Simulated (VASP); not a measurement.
An input for Ansatz (written as the equivalent of a VASP run, and not itself run):

Ansatz 0.2 input:
```yaml
crystal:
  lattice:
    - [0.0000000, 3.1233021, 3.1233021]
    - [3.1233021, 0.0000000, 3.1233021]
    - [3.1233021, 3.1233021, 0.0000000]
  atoms:
    - { symbol: Rb, position: [0.0000000, 0.0000000, 0.0000000] }
    - { symbol: Br, position: [0.5000000, 0.5000000, 0.5000000] }
kpoints:
  mp_grid: { grid: [7, 7, 7] }
hamiltonian:
  xc: pbe
  pseudopotentials: { kind: paw }
scf:
  occupations: { method: gaussian, width: 0.05 }
  max_iter: 100
relax:
  max_steps: 40
  f_tol: 0.02
  cell: { p_target: 20 }
output: { forces: true, stress: true, eigenvalues: true }
```

Q: Translate this input to VASP (INCAR, KPOINTS, POSCAR, choice of POTCAR).

A: One answer among several that fit: 
POSCAR:
```
RbBr
1.0
  0.0000000000   3.1233021294   3.1233021294
  3.1233021294   0.0000000000   3.1233021294
  3.1233021294   3.1233021294   0.0000000000
Rb Br
1 1
Direct
  0.0000000000   0.0000000000   0.0000000000
  0.5000000000   0.5000000000   0.5000000000
```

INCAR:
```
ALGO = Normal
EDIFF = 1E-6
EDIFFG = -0.02
ENCUT = 500
GGA = PE
IBRION = 2
ISIF = 3
ISMEAR = 0
LASPH = .True.
LCHARG = .False.
LMAXMIX = 4
LREAL = .False.
LWAVE = .False.
NELM = 100
NSW = 40
PREC = Accurate
PSTRESS = 200
SIGMA = 0.05
SYSTEM = RbBr
```

File KPOINTS:
```
Automatic mesh
0
Gamma
 7 7 7
0 0 0
```

POTCAR, in this order: Rb_sv Br (PBE.64 set). Program: vasp_std.

What does not carry over: each code has its own PAW files, so the cut-off isn't converted (ENCUT is set for VASP's; basis.ecutwfc is left out, and Ansatz then takes the one that its files recommend); Ansatz stops its SCF on the density residual and VASP on the energy change (EDIFF).

The compound is RbBr in the rock salt structure. This run relaxes it under an external pressure of 20 GPa. Symmetry was kept, so distortions that lower it aren't found.
